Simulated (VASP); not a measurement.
# ScAl3: how cutoff and mesh change the relaxed cell, part 2 of 2

How far does the relaxed cell of ScAl3 depend on cutoff and k mesh? The starting structure is a computed structure from the Materials Project. The first relaxation on each setting starts from this cell expanded by 3 % in volume.

VASP 6.6.1.

Results so far: reference 16.88 Å³ an atom; a cutoff of 240 eV 16.83 Å³ an atom; a 5×5×5 mesh 16.87 Å³ an atom.

## Step 5: Relaxation with a cutoff of 600 eV

Level of this step: PBEsol; plane waves and PAW (Sc_sv, Al) (VASP).

Against step 2 the input has ENCUT = 600. This run starts from the cell of an earlier relaxation, which isn't shown; the restart sets up the plane waves anew.

Contents of INCAR:

```
SYSTEM = ScAl3
PREC = Accurate
ENCUT = 600
EDIFF = 1E-06
NELM = 100
ISMEAR = 1
SIGMA = 0.15
LREAL = .FALSE.
ALGO = Normal
GGA = PS
NBANDS = 16
LORBIT = 11
LWAVE = .FALSE.
LCHARG = .FALSE.
KPAR = 4
IBRION = 2
NSW = 50
ISIF = 3
EDIFFG = -0.006
```

Contents of POSCAR:

```
ScAl3
1.0
    4.0727251136      0.0000000000      0.0000000000
    0.0000000000      4.0727251136      0.0000000000
    0.0000000000      0.0000000000      4.0727251136
Sc Al
1 3
Direct
    0.0000000000      0.0000000000      0.0000000000
    0.5000000000      0.5000000000      0.0000000000
    0.0000000000      0.5000000000      0.5000000000
    0.5000000000      0.0000000000      0.5000000000
```

Contents of KPOINTS:

```
Automatic mesh
0
Gamma
10 10 10
0 0 0
```

Potentials, in the order of the species: Sc_sv and Al (PBE family, release 64).

Run with:

```
> mpirun -np 4 vasp_std
```

The log of the run:

```text
[... set-up lines as in an earlier step ...]
 entering main loop
       N       E                     dE             d eps       ncg     rms          rms(c)
DAV:   1     0.114958349528E+03    0.11496E+03   -0.90856E+03  1792   0.127E+03
DAV:   2    -0.161397055084E+02   -0.13110E+03   -0.12850E+03  1816   0.328E+02
DAV:   3    -0.217133336713E+02   -0.55736E+01   -0.53929E+01  2792   0.606E+01
DAV:   4    -0.218083634144E+02   -0.95030E-01   -0.94980E-01  2352   0.865E+00
[...]
DAV:  11    -0.207639374163E+02   -0.51280E-05   -0.32255E-05  2944   0.403E-02    0.518E-02
DAV:  12    -0.207639246214E+02    0.12795E-04   -0.92536E-05  2920   0.105E-01    0.337E-03
DAV:  13    -0.207639244791E+02    0.14225E-06   -0.26717E-06  1928   0.184E-02
   1 F= -.20763924E+02 E0= -.20764693E+02  d E =-.207639E+02
[...]
reached required accuracy - stopping structural energy minimisation
```

Run time: 18 s. Hardware: 4 MPI ranks of AMD EPYC 7R43, shared host; peak memory 0.86 GiB.

From OUTCAR (step 5):

```text
  Total       -0.0014293     -0.0014293     -0.0014293      0.0000000     -0.0000000      0.0000000
  in kB       -0.0338994     -0.0338994     -0.0338994      0.0000000     -0.0000000      0.0000000
  external PRESSURE =      -0.0338994 kB  Pullay stress =       0.0000000 kB

 POSITION                                       TOTAL-FORCE (eV/Angst)
 -----------------------------------------------------------------------------------
      0.00000      0.00000      0.00000         0.000000      0.000000      0.000000
      2.03636      2.03636      0.00000         0.000000      0.000000      0.000000
      0.00000      2.03636      2.03636         0.000000      0.000000      0.000000
      2.03636      0.00000      2.03636         0.000000      0.000000      0.000000
 -----------------------------------------------------------------------------------
    total drift:                               -0.000000     -0.000000     -0.000000

  FREE ENERGIE OF THE ION-ELECTRON SYSTEM (eV)
  ---------------------------------------------------
  free  energy   TOTEN  =       -20.7639244791 eV

  energy  without entropy=      -20.7662302366  energy(sigma->0) =      -20.76469306

[... 2 parts as in an earlier step ...]

[... 2 further parts left out ...]
[key lines of the parts left out:]
E-fermi :   7.3170
```

With a cutoff of 600 eV the cell ends at 16.889 Å³ an atom, +0.03 % from the reference; the bulk modulus is 91.9 GPa against 92.0 GPa.

## Step 6: Relaxation with a 12×12×12 mesh

Against step 2 the input has a 12×12×12 mesh. This run starts from the cell of an earlier relaxation, which isn't shown; the restart sets up the plane waves anew.

Changes to INCAR since step 5:

```diff
@@ -2,3 +2,3 @@
 PREC = Accurate
-ENCUT = 600
+ENCUT = 450
 EDIFF = 1E-06
```

Contents of POSCAR:

```
ScAl3
1.0
    4.0732223269      0.0000000000      0.0000000000
    0.0000000000      4.0732223269      0.0000000000
    0.0000000000      0.0000000000      4.0732223269
Sc Al
1 3
Direct
    0.0000000000      0.0000000000      0.0000000000
    0.5000000000      0.5000000000      0.0000000000
    0.0000000000      0.5000000000      0.5000000000
    0.5000000000      0.0000000000      0.5000000000
```

Contents of KPOINTS:

```
Automatic mesh
0
Gamma
12 12 12
0 0 0
```

Run with:

```
> mpirun -np 4 vasp_std
```

The log of the run:

```text
[... set-up lines as in an earlier step ...]
 entering main loop
       N       E                     dE             d eps       ncg     rms          rms(c)
DAV:   1     0.960853285833E+02    0.96085E+02   -0.77674E+03  2696   0.101E+03
DAV:   2    -0.170863600442E+02   -0.11317E+03   -0.11109E+03  2784   0.298E+02
DAV:   3    -0.217195074560E+02   -0.46331E+01   -0.44863E+01  4088   0.546E+01
DAV:   4    -0.218097807061E+02   -0.90273E-01   -0.90230E-01  3552   0.846E+00
[...]
DAV:  11    -0.207640720102E+02   -0.13747E-06   -0.18321E-05  4192   0.286E-02    0.438E-02
DAV:  12    -0.207640633674E+02    0.86428E-05   -0.54426E-05  4488   0.814E-02    0.284E-03
DAV:  13    -0.207640632801E+02    0.87299E-07   -0.18645E-06  2712   0.152E-02
   1 F= -.20764063E+02 E0= -.20764003E+02  d E =-.207641E+02
[...]
reached required accuracy - stopping structural energy minimisation
```

Run time: 13 s. Hardware: 4 MPI ranks; peak memory 0.71 GiB; 49 s of CPU time.

From OUTCAR (step 6):

```text
  Total       -0.0034592     -0.0034592     -0.0034592      0.0000000      0.0000000      0.0000000
  in kB       -0.0820101     -0.0820101     -0.0820101      0.0000000      0.0000000      0.0000000
  external PRESSURE =      -0.0820101 kB  Pullay stress =       0.0000000 kB

 POSITION                                       TOTAL-FORCE (eV/Angst)
 -----------------------------------------------------------------------------------
      0.00000      0.00000      0.00000         0.000000      0.000000      0.000000
      2.03661      2.03661      0.00000         0.000000      0.000000      0.000000
      0.00000      2.03661      2.03661         0.000000      0.000000      0.000000
      2.03661      0.00000      2.03661         0.000000      0.000000      0.000000
 -----------------------------------------------------------------------------------
    total drift:                               -0.000000     -0.000000     -0.000000

  FREE ENERGIE OF THE ION-ELECTRON SYSTEM (eV)
  ---------------------------------------------------
  free  energy   TOTEN  =       -20.7640632801 eV

  energy  without entropy=      -20.7638835668  energy(sigma->0) =      -20.76400338

[... 1 part as in an earlier step ...]

[... 3 further parts left out ...]
[key lines of the parts left out:]
E-fermi :   7.3153
```

With a 12×12×12 mesh the cell ends at 16.895 Å³ an atom, +0.07 % from the reference; the bulk modulus is 92.3 GPa against 92.0 GPa.

## Step 7: All runs side by side

```
               run  volume (Å³/atom)  change (%)  bulk modulus (GPa)  pressure left (GPa)  core minutes
         reference            16.884           -                92.0                  0.0          2.51
a cutoff of 240 eV            16.831       -0.31                93.2                 0.05          1.29
      a 5×5×5 mesh            16.872       -0.07                93.2                -0.01         0.747
a cutoff of 600 eV            16.889        0.03                91.9                  0.0          3.83
   a 12×12×12 mesh            16.895        0.07                92.3                -0.01          3.12
```

Core minutes are wall time times ranks, summed over the relaxations behind a row (those for a bulk modulus apart), on shared hosts.

## Step 8: What came out

```yaml
volume_of_the_reference: 16.88 Å³/atom
volume_against_the_reference_a_cutoff_of_240_ev: -0.31 %
volume_against_the_reference_a_5x5x5_mesh: -0.07 %
volume_against_the_reference_a_cutoff_of_600_ev: +0.03 %
volume_against_the_reference_a_12x12x12_mesh: +0.07 %
```

**Reading.** The volume moves most with a cutoff of 240 eV: -0.31 % against the reference (450 eV, 10×10×10 mesh). On finer settings it changes by +0.03 % with a cutoff of 600 eV and +0.07 % with a 12×12×12 mesh. The relaxations stop with up to 0.05 GPa left, which at the bulk modulus found here is 0.05 % of the volume. A cell that shrinks at the lower cutoff is the usual mark of Pulay stress, the error that a plane-wave basis makes when it is kept while the volume changes. The bulk modulus stays within 2 %. Further runs on this material are not shown.

[Lines on the potential files, build, host, timing and source positions are cut from VASP's logs without a mark.]

[Logs are printed without paths, hosts, clocks, repeated set-up lines and the standing remarks that a program may print on its own settings, such as how far it seeks lower states.]

[Hosts, paths, dates, database ids (printed as entryN), source tags and the programs' standing remarks are cut or masked in the printed files.]
